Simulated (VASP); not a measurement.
These are PBEsol GGA, VASP's PBE PAW potentials (set 64) (plane waves; VASP) values and carry that method's errors.

The input files of a VASP run:

File KPOINTS:
```
Automatic mesh
0
Gamma
6 6 2
0 0 0
```

**INCAR**
```
ALGO  =  Normal
EDIFF  =  1E-6
EDIFFG  =  -0.02
ENCUT  =  400
GGA  =  PS
IBRION  =  2
ISIF  =  3
ISMEAR  =  0
LASPH  =  .True.
LCHARG  =  .False.
LMAXMIX  =  4
LREAL  =  .False.
LWAVE  =  .False.
NELM  =  100
NSW  =  60
PREC  =  Accurate
SIGMA  =  0.05
SYSTEM  =  Be4STe3
```

### POSCAR
```
Be4STe3
1.0
  0.0000000000   2.7254568316   2.7254568316
  2.7254568316   0.0000000000   2.7254568316
 10.8573851922  10.8573851922   0.0444421344
Be Te S
4 3 1
Direct
  0.0258380676   0.0258380676   0.9806214493
  0.0078598053   0.0078598053   0.2441051460
  0.9927822190   0.9927822190   0.5054133358
  0.9755008550   0.9755008550   0.7683743587
  0.2646528891   0.2646528891   0.0515103332
  0.2502485053   0.2502485053   0.3123136210
  0.2349171964   0.2349171964   0.5738121027
  0.2482004623   0.2482004623   0.8138496533
```

POTCAR, in this order: Be Te S (PBE.64 set). Program: vasp_std.

The run wrote:

### OSZICAR
```
       N       E                     dE             d eps       ncg     rms          rms(c)
DAV:   1     0.116235356521E+03    0.11624E+03   -0.10496E+04   924   0.102E+03
DAV:   2    -0.244490681974E+02   -0.14068E+03   -0.13449E+03  1299   0.182E+02
DAV:   3    -0.350113832817E+02   -0.10562E+02   -0.10480E+02  1171   0.558E+01
DAV:   4    -0.352714533238E+02   -0.26007E+00   -0.25970E+00  1249   0.101E+01
DAV:   5    -0.352780017484E+02   -0.65484E-02   -0.65468E-02  1156   0.161E+00    0.882E+00
DAV:   6    -0.347192467936E+02    0.55875E+00   -0.67057E-01  1141   0.375E+00    0.537E+00
DAV:   7    -0.345589392025E+02    0.16031E+00   -0.62114E-01  1177   0.367E+00    0.955E-01
DAV:   8    -0.345549829288E+02    0.39563E-02   -0.44563E-02  1087   0.124E+00    0.576E-01
DAV:   9    -0.345551034724E+02   -0.12054E-03   -0.76154E-03  1155   0.462E-01    0.152E-01
DAV:  10    -0.345551488478E+02   -0.45375E-04   -0.56362E-04  1139   0.132E-01    0.800E-02
DAV:  11    -0.345552087395E+02   -0.59892E-04   -0.12591E-04  1148   0.646E-02    0.341E-02
DAV:  12    -0.345552169509E+02   -0.82114E-05   -0.12944E-05  1185   0.195E-02    0.141E-02
DAV:  13    -0.345552198404E+02   -0.28896E-05   -0.37585E-06  1098   0.107E-02    0.687E-03
DAV:  14    -0.345552201998E+02   -0.35932E-06   -0.88300E-07   752   0.583E-03
   1 F= -.34555220E+02 E0= -.34555220E+02  d E =-.345552E+02
       N       E                     dE             d eps       ncg     rms          rms(c)
DAV:   1    -0.345558854206E+02   -0.66558E-03   -0.16687E-02  1059   0.643E-01    0.122E-01
DAV:   2    -0.345556983207E+02    0.18710E-03   -0.93300E-04  1147   0.184E-01    0.475E-02
DAV:   3    -0.345556278693E+02    0.70451E-04   -0.12752E-04  1142   0.591E-02    0.274E-02
DAV:   4    -0.345556071706E+02    0.20699E-04   -0.35921E-05  1134   0.315E-02    0.100E-02
DAV:   5    -0.345556055962E+02    0.15744E-05   -0.68898E-06  1144   0.137E-02    0.640E-03
DAV:   6    -0.345556054946E+02    0.10155E-06   -0.37536E-07   717   0.409E-03
   2 F= -.34555605E+02 E0= -.34555605E+02  d E =-.385295E-03
       N       E                     dE             d eps       ncg     rms          rms(c)
DAV:   1    -0.345556934399E+02   -0.87844E-04   -0.31166E-03  1049   0.278E-01    0.524E-02
DAV:   2    -0.345556589045E+02    0.34535E-04   -0.17322E-04  1142   0.795E-02    0.206E-02
DAV:   3    -0.345556459208E+02    0.12984E-04   -0.22922E-05  1132   0.251E-02    0.121E-02
DAV:   4    -0.345556422906E+02    0.36303E-05   -0.71332E-06  1134   0.140E-02    0.432E-03
DAV:   5    -0.345556421792E+02    0.11137E-06   -0.10906E-06   717   0.595E-03
   3 F= -.34555642E+02 E0= -.34555642E+02  d E =-.421979E-03
       N       E                     dE             d eps       ncg     rms          rms(c)
DAV:   1    -0.345558013386E+02   -0.15905E-03   -0.42128E-03   949   0.347E-01    0.310E-02
DAV:   2    -0.345558122414E+02   -0.10903E-04   -0.21421E-04  1147   0.732E-02    0.133E-02
DAV:   3    -0.345558102039E+02    0.20375E-05   -0.65238E-06  1107   0.163E-02    0.937E-03
DAV:   4    -0.345558093138E+02    0.89008E-06   -0.11053E-06   762   0.613E-03
   4 F= -.34555809E+02 E0= -.34555809E+02  d E =-.167135E-03
       N       E                     dE             d eps       ncg     rms          rms(c)
DAV:   1    -0.345558584789E+02   -0.48275E-04   -0.53290E-03   944   0.391E-01    0.349E-02
DAV:   2    -0.345558718880E+02   -0.13409E-04   -0.27169E-04  1147   0.823E-02    0.147E-02
DAV:   3    -0.345558692851E+02    0.26029E-05   -0.83582E-06  1122   0.183E-02    0.112E-02
DAV:   4    -0.345558681868E+02    0.10983E-05   -0.13003E-06   772   0.669E-03    0.726E-03
DAV:   5    -0.345558673257E+02    0.86112E-06   -0.11668E-06   757   0.716E-03
   5 F= -.34555867E+02 E0= -.34555867E+02  d E =-.225147E-03
       N       E                     dE             d eps       ncg     rms          rms(c)
DAV:   1    -0.345559068446E+02   -0.38658E-04   -0.13627E-03   939   0.191E-01    0.226E-02
DAV:   2    -0.345559096921E+02   -0.28475E-05   -0.63217E-05  1144   0.423E-02    0.798E-03
DAV:   3    -0.345559091833E+02    0.50881E-06   -0.23925E-06   872   0.104E-02
   6 F= -.34555909E+02 E0= -.34555909E+02  d E =-.418576E-04
```

OUTCAR:
```
------------------------ aborting loop because EDIFF is reached ----------------------------------------
  FORCE on cell =-STRESS in cart. coord.  units (eV):
  Direction    XX          YY          ZZ          XY          YZ          ZX
  --------------------------------------------------------------------------------------
  Total       -0.0020433     -0.0020433     -0.0020433     -0.0085214      0.0085214      0.0085214
  in kB       -0.0203643     -0.0203643     -0.0203643     -0.0849284      0.0849284      0.0849284
  external PRESSURE =      -0.0203643 kB  Pullay stress =       0.0000000 kB
  volume of cell :      160.76
      direct lattice vectors                 reciprocal lattice vectors
     0.000000000  2.722073298  2.722073298    -0.183912132  0.183454905  0.183912132
     2.722073298  0.000000000  2.722073298     0.183454905 -0.183912132  0.183912132
    10.861290753 10.861290753  0.027002438     0.046092340  0.046092340 -0.046092340
 POSITION                                       TOTAL-FORCE (eV/Angst)
 -----------------------------------------------------------------------------------
     10.71665     10.71665      0.17164         0.001945      0.001945     -0.001945
      2.67172      2.67172      0.05035        -0.001124     -0.001124      0.001124
      8.19293      8.19293      5.41743         0.007684      0.007684     -0.007684
     11.00416     11.00416      5.32828        -0.001169     -0.001169      0.001169
      1.27715      1.27715      1.44492        -0.003950     -0.003950      0.003950
      4.07542      4.07542      1.36873        -0.001964     -0.001964      0.001964
      6.87556      6.87556      1.29066         0.000384      0.000384     -0.000384
      9.51311      9.51311      1.37518        -0.001806     -0.001806      0.001806
 -----------------------------------------------------------------------------------
    total drift:                                0.000075      0.000075     -0.000071
  FREE ENERGIE OF THE ION-ELECTRON SYSTEM (eV)
  ---------------------------------------------------
  free  energy   TOTEN  =       -34.5559091833 eV

  energy  without entropy=      -34.5559091833  energy(sigma->0) =      -34.55590918

 reached required accuracy - stopping structural energy minimisation
```
(Selected blocks of OUTCAR.)

File CONTCAR:
```
Be4STe3
   1.00000000000000
     0.0000000000000293    2.7220732977488882    2.7220732977488296
     2.7220732977488882    0.0000000000000293    2.7220732977488296
    10.8612907529962648   10.8612907529962648    0.0270024381991532
  Be              Te              S
     4     3     1
Direct
     0.0266670024038486    0.0266670024038486    0.9799997481971153
     0.0080383556908674    0.0080383556908674    0.2439712332068526
     0.9925859411931367    0.9925859411931367    0.5055605441551465
     0.9749033317793648    0.9749033317793648    0.7688225011154773
     0.2651547775488866    0.2651547775488866    0.0511339168633338
     0.2498623207590990    0.2498623207590990    0.3126032594056771
     0.2342249301794314    0.2342249301794314    0.5743313023654282
     0.2485633404453585    0.2485633404453585    0.8135774946909763
```

The structure was generated: Be4STe3 was put into an ordered model structure (R3m), which need not be its known phase. This run relaxes it. Symmetry was kept, so distortions that lower it aren't found. The start is the result of an earlier pass.
